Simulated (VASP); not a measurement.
Data:

```
CELL_PARAMETERS angstrom
      0.00000     1.93523     1.93523
      1.93523     0.00000     1.93523
      1.93523     1.93523     0.00000
ATOMIC_POSITIONS crystal
  Rh 0.00000 0.00000 0.00000
```

Method: revTPSS meta-GGA, VASP's PBE PAW potentials (set 64) (plane waves; VASP). Settings: 520 eV cut-off, 16×16×16 Γ-centred mesh, first-order Methfessel-Paxton smearing of 0.10 eV, potentials Rh_pv.

### Question
Give the stress tensor in GPa (positive for a compressed cell).

### Answer

```
-14.83    0.00    0.00
  0.00  -14.83    0.00
  0.00    0.00  -14.83
```
The pressure is its mean diagonal, -14.83 GPa.

The compound is Rh in the fcc structure. This cell is one point of a volume scan, at 1.06 of the reference volume.
